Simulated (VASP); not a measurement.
Data:

```
Sc
1.0
    1.53291    -2.65507     0.00000
    1.53291     2.65507     0.00000
    0.00000     0.00000     4.72593
Sc
2
Cartesian
  1.53291   0.88503   1.18148
  1.53291  -0.88503   3.54445
```

Level of theory: PBE GGA, VASP's PBE PAW potentials (set 64) (plane waves; VASP). Run with 500 eV cut-off, 14×14×8 Γ-centred mesh, first-order Methfessel-Paxton smearing of 0.10 eV, potentials Sc_sv.

Task: Predict the energy per atom (σ→0), pressure, band gap (on the k-mesh) with the smallest direct gap where there is one.

Result: 
band gap (on the k-mesh): none (metal, semimetal or under 0.01 eV)
energy per atom (σ→0): -5.963 eV/atom
pressure: 20.06 GPa

The absolute energy has meaning only against runs of the same code, potentials and settings.

The compound is Sc in the hcp structure. It was relaxed first under an external pressure of 20 GPa.
